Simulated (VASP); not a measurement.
Calculation: r2SCAN meta-GGA, VASP's PBE PAW potentials (set 64) (plane waves; VASP).

VASP ran on this input.

INCAR:
```
# general
SYSTEM =C
PREC   =Accurate
ENCUT  =600
LREAL  =.FALSE.
LASPH  =.TRUE.

# electronic loop
EDIFF  =1E-7
NELM   =100
ALGO   =Normal
LMIXTAU=.TRUE.

# smearing
ISMEAR =0
SIGMA  =0.05

# functional
METAGGA=R2SCAN

# ions
ISIF   =2

# output
LWAVE  =.FALSE.
LCHARG =.FALSE.
```

File POSCAR:
```
C
1
    0.0000000000     1.7905015029     1.7815935352
    1.7815935352     0.0000000000     1.7815935352
    1.7815935352     1.7905015029     0.0000000000
C
2
Direct
  0.0000000000   0.0000000000   0.0000000000
  0.2500000000   0.2500000000   0.2500000000
```

KPOINTS:
```
Automatic mesh
0
Gamma
12 12 12
0 0 0
```

POTCAR, in this order: C (PBE.64 set). Program: vasp_std.

The resulting files:

OSZICAR:
```
       N       E                     dE             d eps       ncg     rms          rms(c)
DAV:   1     0.231910212408E+00    0.23191E+00   -0.56832E+03  2744   0.115E+03
DAV:   2    -0.218080868363E+02   -0.22040E+02   -0.20813E+02  4048   0.125E+02
DAV:   3    -0.219473744168E+02   -0.13929E+00   -0.13929E+00  2792   0.132E+01
DAV:   4    -0.219475823739E+02   -0.20796E-03   -0.20796E-03  3864   0.526E-01
DAV:   5    -0.219475824018E+02   -0.27859E-07   -0.27859E-07  2752   0.476E-03    0.509E+00
DAV:   6    -0.194576701064E+02    0.24899E+01   -0.33613E-01  3112   0.654E+00    0.417E+00
DAV:   7    -0.223543328006E+02   -0.28967E+01   -0.13634E+00  3064   0.890E+00    0.995E-01
DAV:   8    -0.194922378637E+02    0.28621E+01   -0.41355E-01  2816   0.576E+00    0.108E+00
DAV:   9    -0.196498368235E+02   -0.15760E+00   -0.26332E-02  3008   0.222E+00    0.184E-01
DAV:  10    -0.196611415034E+02   -0.11305E-01   -0.79225E-03  3360   0.103E+00    0.174E-01
DAV:  11    -0.196604707238E+02    0.67078E-03   -0.13330E-04  2632   0.132E-01    0.142E-01
DAV:  12    -0.196631025724E+02   -0.26318E-02   -0.61224E-04  2608   0.335E-01    0.223E-02
DAV:  13    -0.196631409475E+02   -0.38375E-04   -0.12994E-05  3696   0.521E-02    0.164E-02
DAV:  14    -0.196631425605E+02   -0.16130E-05   -0.12467E-06  2608   0.145E-02    0.236E-02
DAV:  15    -0.196631420978E+02    0.46267E-06   -0.13276E-06  3008   0.139E-02    0.307E-03
DAV:  16    -0.196631425122E+02   -0.41435E-06   -0.86452E-08  2336   0.344E-03    0.377E-04
DAV:  17    -0.196631426000E+02   -0.87824E-07   -0.67307E-09  1304   0.129E-03
   1 F= -.19663143E+02 E0= -.19663143E+02  d E =-.239857E-14
```

**OUTCAR**
```
------------------------ aborting loop because EDIFF is reached ----------------------------------------
  FORCE on cell =-STRESS in cart. coord.  units (eV):
  Direction    XX          YY          ZZ          XY          YZ          ZX
  --------------------------------------------------------------------------------------
  Total       -0.0946972     -0.4441951     -0.0946972      0.0000000      0.0000000      0.0000000
  in kB      -13.3482942    -62.6126973    -13.3482942      0.0000000      0.0000000      0.0000000
  external PRESSURE =     -29.7697619 kB  Pullay stress =       0.0000000 kB
  volume of cell :       11.37
      direct lattice vectors                 reciprocal lattice vectors
     0.000000000  1.790501503  1.781593535    -0.280647628  0.279251371  0.280647628
     1.781593535  0.000000000  1.781593535     0.280647628 -0.279251371  0.280647628
     1.781593535  1.790501503  0.000000000     0.280647628  0.279251371 -0.280647628
 POSITION                                       TOTAL-FORCE (eV/Angst)
 -----------------------------------------------------------------------------------
      0.00000      0.00000      0.00000        -0.000000      0.000000     -0.000000
      0.89080      0.89525      0.89080         0.000000     -0.000000      0.000000
 -----------------------------------------------------------------------------------
    total drift:                                0.000000      0.000000      0.000000
  FREE ENERGIE OF THE ION-ELECTRON SYSTEM (eV)
  ---------------------------------------------------
  free  energy   TOTEN  =       -19.6631426000 eV

  energy  without entropy=      -19.6631426000  energy(sigma->0) =      -19.66314260
```
(Selected blocks of OUTCAR.)

The compound is C in the diamond structure. This cell was strained or had an atom moved on purpose.
